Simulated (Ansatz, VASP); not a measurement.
# Al (Al(533)): VASP beside Ansatz

Aim: how closely do two programs agree when they are given the same cell, functional and k mesh? Of the first pair: The structure shown is the start of the Ansatz relaxation below; VASP solves that cell, so the two are compared at the walk's first step.

Program: Ansatz 0.2.0. Level of theory: plane waves, with VASP 6.6.1 beside it; single point at LDA. Results are calculated unless marked as measured.

## 1. Starting point

The cell holds 11 atoms: 11 Al. Its edges and angles: a = 2.864 Å, b = 9.498 Å, c = 23.176 Å, α = 90.0°, β = 90.0°, γ = 98.7°. Vacuum lies along c.

## 2. Ansatz: relaxation, LDA

Ansatz runs on its default PAW (the set named soft_2) files.

The two programs are compared at the cell with which this relaxation starts, whose forces are those of its first step.

The input, input.yaml:

```yaml
crystal:
  lattice:
    - [2.86378246, 0.0, 0.0]
    - [-1.43189123, 9.38953873, 0.0]
    - [0.0, 0.0, 23.1761920985]
  atoms:
    - { symbol: Al, position: [0.11627907, 0.23255814, 0.366755676] }
    - { symbol: Al, position: [0.48837209, 0.97674419, 0.3934045408] }
    - { symbol: Al, position: [0.86046512, 0.72093023, 0.4200534056] }
    - { symbol: Al, position: [0.23255814, 0.46511628, 0.4467022704] }
    - { symbol: Al, position: [0.60465116, 0.20930233, 0.4733511352] }
    - { symbol: Al, position: [0.97674419, 0.95348837, 0.5] }
    - { symbol: Al, position: [0.34883721, 0.69767442, 0.5266488648] }
    - { symbol: Al, position: [0.72093023, 0.44186047, 0.5532977296] }
    - { symbol: Al, position: [0.09302326, 0.18604651, 0.5799465944] }
    - { symbol: Al, position: [0.46511628, 0.93023256, 0.6065954592] }
    - { symbol: Al, position: [0.8372093, 0.6744186, 0.633244324] }
kpoints:
  mp_grid: { grid: [10, 3, 1] }
hamiltonian:
  xc: lda
scf:
  occupations: { method: fermi_dirac, width: 0.1 }
  convergence: { dr2_threshold: 1.0e-08 }
efield:
  axis: 3
  dipole_correction: true
  ramp_position: 0.97
  ramp_width: 0.06
relax:
  f_tol: 0.015
  max_steps: 90
  constraints: [{ sites: [0, 1, 2] }]
output:
  write_potential: true
  write_density: true
  volumetric_format: npy
```

Command:

```console
ansatz run input.yaml --threads 2 --pin off --max-ram 3072MiB --backend cpu --events-out ev --progress --plain --runs-dir out
```

Numbers of over 12 decimals in the logs are rounded to 6 here.

Output:

```text
Warning: crystal.symmetry: narrowed to the stabiliser of the k-point mesh — unitary ops 2 → 1; excluded 1 operation that carries a point of the 10×3×1 mesh (shift [0, 0, 0]) off the mesh (the run samples exactly the mesh kpoints.mp_grid names, as under crystal.symmetry.detect: false, and its converged state has the mesh's symmetry, not the crystal's; ε∞, the Born charges and the force constants of a linear response (`dielectric:` by the response, `phonons.method: dfpt`) are averaged over those of the crystal's operations that the state keeps within a tolerance, where `mesh_tensors`, `unaveraged_element` or `gamma_mean_max_change_ev_ang2` stands beside them; [rest of the remark cut]
Engine: ansatz 0.2.0, aarch64-unknown-linux-gnu
Pseudopotentials: kind: paw
Pseudopotential: Al, paw, valence charge 3, recommended cutoff 420 eV (normal), Al.paw.azcp
Functional definition: SPW92
  exchange = slater_x
  correlation = pw_c
Crystal: 11 atoms, lattice volume = 623.198 Å³
Basis set: ecut = 420 eV, 12159 PW (Γ)
Bands: 28, of which v1, the nominal top of the filled ones, is band 17 counted from 1 (16 counted from 0)
Symmetry: 1 space group operations
k-points: 16 of 30 (time reversal used)
Non-local potential: Al, projectors of the file, l = 0: 2, l = 1: 2, l = 2: 1
PAW form: soft (Blöchl's): semilocal exchange-correlation on the pseudo side does not see the compensation charge
PAW frozen core: Al, regenerated for the run's functional, and the local potential with it (the file was generated under x = pbe(κ = 0.804, μ = 0.219515), c = pbe(β = 0.066725))
PAW one-centre angular grid: Al, 110 points (default); XC on 64 Gauss nodes
Initial density: superposition of atomic densities (neutral atoms: chi_scale 0, normalization atom), corrected by the library's trained network
Initial wavefunctions: pseudopotential atomic-orbital guess
Functional: x = slater, c = lda
SCF iter   1: F=—  HF=-5638.033384 eV  |F-HF|=—  |Δ(HF+E_count)|=         —  Δρ=2.17e-3  dr2=7.76e-2  ethr=1.77e-3  p=0.000 e·Å  D=2.47e-10 V/Å  ΔV_dip=-0.00 eV  dr2_dipole=1.10e-8  V_vac-E_F(+/−)=4.21/4.21 eV  ⟨swp⟩=12.0  Hψ=3297  notcnv=0  defer=1
efield: sawtooth ramp at fractional position 0.9700 (set: `efield.ramp_position`, or a place that a band, a saddle search or an elastic batch's reference lends), width 0.0600; the density the first Hamiltonian is built on has a dipole p = 0.000 e·Å; the dipole correction subtracts the counter field D = 2.47e-10 V/Å, which shifts the + side's vacuum level by -0.00 eV against the − side's; the planar-averaged density in the ramp window peaks in size at 1.1e-6 e/Å³
preconditioner: auto → LDOS  [metal: Δε(μ)=0.101 eV  Ē_g=6.094 eV  σ=0.100 eV  W_gap=0.23  n_scr=48 (ndim 8)  ℏωp=8.5 eV  f_vac=0.566  D(μ)=4.68/eV (n_scr^D=22)  β→1.0]
SCF iter   2: F=—  HF=-5638.019733 eV  |F-HF|=—  |Δ(HF+E_count)|=   1.37e-2  Δρ=4.80e-4  dr2=2.03e-3  ethr=2.35e-4  p=0.000 e·Å  D=1.72e-6 V/Å  ΔV_dip=-0.00 eV  dr2_dipole=1.40e-7  V_vac-E_F(+/−)=4.25/4.25 eV  ⟨swp⟩=3.0  Hψ=835  notcnv=0  defer=11
SCF iter   3: F=—  HF=-5638.020154 eV  |F-HF|=—  |Δ(HF+E_count)|=   4.22e-4  Δρ=1.24e-4  dr2=3.65e-4  ethr=6.15e-6  p=-0.000 e·Å  D=-7.52e-6 V/Å  ΔV_dip=0.00 eV  dr2_dipole=2.42e-8  V_vac-E_F(+/−)=4.24/4.24 eV  ⟨swp⟩=2.4  Hψ=787  notcnv=0  defer=11
SCF iter   4: F=—  HF=-5638.020128 eV  |F-HF|=—  |Δ(HF+E_count)|=   2.64e-5  Δρ=4.02e-5  dr2=3.00e-5  ethr=1.11e-6  p=0.000 e·Å  D=1.42e-6 V/Å  ΔV_dip=-0.00 eV  dr2_dipole=7.46e-11  V_vac-E_F(+/−)=4.24/4.24 eV  ⟨swp⟩=2.4  Hψ=645  notcnv=0  defer=11
SCF iter   5: F=—  HF=-5638.020132 eV  |F-HF|=—  |Δ(HF+E_count)|=   4.36e-6  Δρ=9.91e-6  dr2=1.40e-6  ethr=9.09e-8  p=-0.000 e·Å  D=-5.07e-7 V/Å  ΔV_dip=0.00 eV  dr2_dipole=4.65e-11  V_vac-E_F(+/−)=4.24/4.24 eV  ⟨swp⟩=2.3  Hψ=725  notcnv=0  defer=11
SCF iter   6: F=—  HF=-5638.020142 eV  |F-HF|=—  |Δ(HF+E_count)|=   9.32e-6  Δρ=1.72e-6  dr2=3.63e-8  ethr=4.25e-9  p=0.000 e·Å  D=2.85e-7 V/Å  ΔV_dip=-0.00 eV  dr2_dipole=3.59e-12  V_vac-E_F(+/−)=4.24/4.24 eV  ⟨swp⟩=2.7  Hψ=782  notcnv=0  defer=11
SCF iter   7: F=-5638.020142 eV  HF=-5638.020142 eV  |F-HF|=2.65e-9  |Δ(HF+E_count)|=   5.42e-8  Δρ=4.33e-7  dr2=2.82e-9  ethr=3.03e-11  p=-0.000 e·Å  D=-5.21e-8 V/Å  ΔV_dip=0.00 eV  dr2_dipole=1.73e-12  V_vac-E_F(+/−)=4.24/4.24 eV  ⟨swp⟩=10.4  Hψ=3055  notcnv=0
SCF 1 converged in 7 iterations: F = -5638.020142 eV  dr2 = 2.82e-9
  greatest PAW one-centre occupation: 0.498 electrons in one spin orbital (limit 2), on the Al atom at site 0 (counted from 0), in its partial waves of l = 0
[...]
SCF iter   6: F=-5638.076208 eV  HF=-5638.076208 eV  |F-HF|=7.77e-9  |Δ(HF+E_count)|=   1.37e-7  Δρ=6.57e-7  dr2=4.82e-9  ethr=3.03e-11  p=-0.000 e·Å  D=-1.19e-4 V/Å  ΔV_dip=0.00 eV  dr2_dipole=6.26e-11  V_vac-E_F(+/−)=4.30/4.29 eV  ⟨swp⟩=10.7  Hψ=3167  notcnv=0
SCF 3 converged in 6 iterations: F = -5638.076208 eV  dr2 = 4.82e-9
relax step   3: F+E_penalty+E_count = -5638.07620819 eV  Δ(F+E_penalty+E_count) = -5.442e-3 eV  max|allowed force component| = 2.389e-2 eV/Å  Δτ_max = 0.0419 Å  (6 SCF iters, accepted)
SCF iter   1: F=—  HF=-5638.076770 eV  |F-HF|=—  |Δ(HF+E_count)|=         —  Δρ=2.20e-4  dr2=7.45e-4  ethr=6.72e-5  p=-0.000 e·Å  D=-1.19e-4 V/Å  ΔV_dip=0.00 eV  dr2_dipole=3.18e-5  V_vac-E_F(+/−)=4.29/4.29 eV  ⟨swp⟩=2.7  Hψ=1159  notcnv=0  defer=12
efield: sawtooth ramp at fractional position 0.9700 (set: `efield.ramp_position`, or a place that a band, a saddle search or an elastic batch's reference lends), width 0.0600; the density the first Hamiltonian is built on has a dipole p = -0.000 e·Å; the dipole correction subtracts the counter field D = -1.19e-4 V/Å, which shifts the + side's vacuum level by +0.00 eV against the − side's; the planar-averaged density in the ramp window peaks in size at 1.0e-7 e/Å³
preconditioner: auto → LDOS  [metal: Δε(μ)=0.081 eV  Ē_g=6.132 eV  σ=0.100 eV  W_gap=0.19  n_scr=48 (ndim 8)  ℏωp=8.5 eV  f_vac=0.572  D(μ)=4.56/eV (n_scr^D=22)  β→1.0]
SCF iter   2: F=—  HF=-5638.076609 eV  |F-HF|=—  |Δ(HF+E_count)|=   1.61e-4  Δρ=5.81e-5  dr2=6.26e-5  ethr=2.26e-6  p=-0.001 e·Å  D=-1.71e-4 V/Å  ΔV_dip=0.00 eV  dr2_dipole=1.33e-8  V_vac-E_F(+/−)=4.30/4.29 eV  ⟨swp⟩=2.7  Hψ=836  notcnv=0  defer=12
SCF iter   3: F=—  HF=-5638.076614 eV  |F-HF|=—  |Δ(HF+E_count)|=   5.15e-6  Δρ=1.39e-5  dr2=5.83e-6  ethr=1.90e-7  p=-0.000 e·Å  D=-1.43e-4 V/Å  ΔV_dip=0.00 eV  dr2_dipole=3.27e-7  V_vac-E_F(+/−)=4.29/4.29 eV  ⟨swp⟩=2.5  Hψ=726  notcnv=0  defer=12
SCF iter   4: F=—  HF=-5638.076622 eV  |F-HF|=—  |Δ(HF+E_count)|=   8.01e-6  Δρ=2.73e-6  dr2=1.10e-7  ethr=1.77e-8  p=-0.000 e·Å  D=-1.44e-4 V/Å  ΔV_dip=0.00 eV  dr2_dipole=8.16e-10  V_vac-E_F(+/−)=4.29/4.29 eV  ⟨swp⟩=2.4  Hψ=722  notcnv=0  defer=12
SCF iter   5: F=-5638.076622 eV  HF=-5638.076622 eV  |F-HF|=9.75e-9  |Δ(HF+E_count)|=   1.18e-7  Δρ=8.12e-7  dr2=9.62e-9  ethr=3.03e-11  p=-0.000 e·Å  D=-1.38e-4 V/Å  ΔV_dip=0.00 eV  dr2_dipole=2.49e-10  V_vac-E_F(+/−)=4.29/4.29 eV  ⟨swp⟩=10.8  Hψ=3118  notcnv=0
SCF 4 converged in 5 iterations: F = -5638.076622 eV  dr2 = 9.62e-9
relax step   4: F+E_penalty+E_count = -5638.07662243 eV  Δ(F+E_penalty+E_count) = -4.142e-4 eV  max|allowed force component| = 3.789e-3 eV/Å  Δτ_max = 0.0159 Å  (5 SCF iters, accepted)
NSCF: frozen V_eff on 16 k-points
the band table was solved once a step of the walk had ended and its energy, with any forces and stress, was formed, with the checks that follow a solve (3308 applications of the Hamiltonian). They found nothing against the state; the energy, forces and stress were not computed again (output.eigenvalues in the input reference)
WARN: The output density's exchange-correlation potential varies sharply where the density is thin. Do not read a vacuum level from v_tot or v_xc, or from such a field of the output density. On a cell that repeats whose density bears no net charge and no dipole along the vacuum's axis use v_es (v_loc + v_h of the components); under efield.dipole_correction with no amplitude use v_es + v_field, which holds any externa [...]
SCF converged after 5 iterations
Free energy (F): -5638.076622 eV
Harris-Foulkes:  -5638.076622 eV  (|F-HF|=9.75e-9)
Internal energy: -5637.925532 eV  (E = F + TS)
E sigma→0 (E₀):  -5638.001077 eV
Entropy (-TS):   -0.151090 eV (-13.735 meV/atom)
Fermi energy:    -0.734605 eV
Dipole field:    D = -0.000150 V/Å  (p = -0.000516 e·Å, saw-weighted, corrected)
Work function:   Φ+ = 4.2941 eV   Φ− = 4.2907 eV
Levels:          The Fermi level and band energies are counted from a zero that moves with the ramp; work functions are not
--- Per-component energies (eV) ---
  E_band       = -157.479677
  E_kinetic    = 236.908757
  E_local      = -6919.703455  (includes V_loc(G=0)·N_el)
  E_nonlocal   = 122.613833
  E_hartree    = 3378.208119
  E_xc         = -423.524724
  E_vxc        = -310.313791  (∫ρ·V_xc dr)
  E_paw        = -4875.186847  (= ΣΔE_a)
  E_vpaw       = -43.399995  (= ΣTr[D̂ρ^β])
  E_aug_tail   = -0.000042  (compensation charges beyond the density's cutoff)
  E_efield     = 0.000000  (sawtooth field / dipole correction)
  E_vefield    = -0.000297  (∫n·V_field dr)
  E_ewald      = 2842.145946
  E_core_change = 0.612882  (= ΣΔE_core)
  E_smearing   = -0.151090  (= −TS)
  E_closure    = 0.000000  (closes the sum)
  Σ components = -5638.076622   (vs F -5638.076622, Δ=0.00e0)
--- Forces (eV/Å), atoms counted from 1 ---
  atom   1  Al     0.00159747    -0.11290440     0.07462548
  atom   2  Al     0.00071619     0.11528971     0.01320328
  atom   3  Al    -0.00123499     0.00468605    -0.08514197
  atom   4  Al     0.00109350    -0.00114578    -0.00040144
  atom   5  Al     0.00043381    -0.00017907     0.00047251
  atom   6  Al    -0.00007201     0.00076868     0.00175611
  atom   7  Al    -0.00059119    -0.00259819     0.00059468
  atom   8  Al    -0.00129164     0.00095974    -0.00062841
  atom   9  Al    -0.00056120    -0.00378904    -0.00102056
  atom  10  Al    -0.00033187    -0.00173625    -0.00136328
  atom  11  Al     0.00024030     0.00062033    -0.00199874
  max |Σ_I F_I| component: 9.77e-5 eV/Å
--- Band table (eV; the first three rows and the last of 16) ---
  k-point 0: bands = [... 13 lower, -2.4817, -2.3852, -1.8989, 0.0345, 0.0734, 0.2954, 0.8719, 1.2785, ... 7 higher]
  k-point 1: bands = [... 13 lower, -2.3192, -1.8101, -1.2094, -0.4622, 0.0235, 0.3022, 0.7745, 1.3476, ... 7 higher]
  k-point 2: bands = [... 13 lower, -2.4169, -2.0491, -1.7134, -0.0013, 0.3438, 0.5051, 1.0438, 1.4482, ... 7 higher]
  k-point 15: bands = [... 13 lower, -2.0275, -1.9449, -1.2830, -1.1558, -0.8903, -0.5929, -0.1277, 0.1787, ... 7 higher]
--- Relaxed structure (4 steps of the walk, 4 accepted, 0 SCFs on fresh bases) ---
  F+E_penalty+E_count = -5638.07662243 eV   max|allowed force component| = 3.789e-3 eV/Å
  atoms:
    - { symbol: Al, position: [0.11627907, 0.23255814, 0.366755676] }
    - { symbol: Al, position: [0.488372, 0.976744, 0.3934045408] }
    - { symbol: Al, position: [0.860465115, 0.72093023, 0.4200534056] }
    - { symbol: Al, position: [0.233708, 0.464781, 0.442460] }
    - { symbol: Al, position: [0.604239, 0.206977, 0.471689] }
    - { symbol: Al, position: [0.973405, 0.949301, 0.497299] }
    - { symbol: Al, position: [0.341716, 0.690144, 0.523004] }
    - { symbol: Al, position: [0.712300, 0.432408, 0.552991] }
    - { symbol: Al, position: [0.085855, 0.175987, 0.575990] }
    - { symbol: Al, position: [0.456567, 0.918738, 0.600896] }
    - { symbol: Al, position: [0.831087, 0.669036, 0.626990] }
```

(Continued in part 2 of 2.)

[Lines on the potential files, build, host, timing and source positions are cut from VASP's logs without a mark.]

[Logs are printed without paths, hosts, clocks, repeated set-up lines and the standing remarks that a program may print on its own settings, such as how far it seeks lower states.]

[Hosts, paths, dates, database ids (printed as entryN), source tags and the programs' standing remarks are cut or masked in the printed files.]
